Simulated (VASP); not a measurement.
## SrW under changes of volume

One of the cells (23.228 Å³/atom); the others are scaled copies at fixed shape and fractional positions:

```xyz
2
Lattice="1.5384 0.8882 5.6663 -1.5384 0.8882 5.6663 0.0000 -1.7764 5.6663" Properties=species:S:1:pos:R:3 pbc="T T T"
Sr    0.0000    0.0000    8.4994
W     0.0000    0.0000    0.0000
```

The cell was built by a generator and needn't be a form met in nature.

| Quantity | Value |
| --- | --- |
| Program | VASP 6.6.1 |
| Functional | PBE |
| Potentials or basis | VASP PAW PBE potentials, release 64 (Sr_sv, W_sv) |
| Cutoff | 520 eV |
| k mesh | 10 × 10 × 10 |
| Occupations | fermi-dirac, width 0.05 eV |
| Spin | no spin polarisation |

| volume (Å³/atom) | energy over the lowest point (meV/atom) | pressure (GPa) |
| --- | --- | --- |
| 21.406 | 25.32 | 6.2 |
| 21.862 | 10.66 | 4.1 |
| 22.317 | 1.93 | 2.1 |
| 23.228 | 0.00 | -1.3 |
| 23.684 | 5.75 | -2.7 |
| 24.139 | ? | ? |

Task: What does the run at 24.139 Å³/atom give?

Result: Energy over the lowest point 15.38 meV/atom; pressure -4.0 GPa.

Worked out: A Birch-Murnaghan fit of order 3 (a polynomial in V^(-2/3)) to the other rows has its minimum at 22.86 Å³/atom with B0 = V·E''(V) = 83 GPa and B' = 4.3 at fixed shape and positions, which overstates the stiffness. It gives 15.39 meV/atom at 24.139 Å³/atom, against the run's 15.38, and -dE/dV = -4.0 GPa, against -4.0.

Energies are extrapolated to zero smearing.
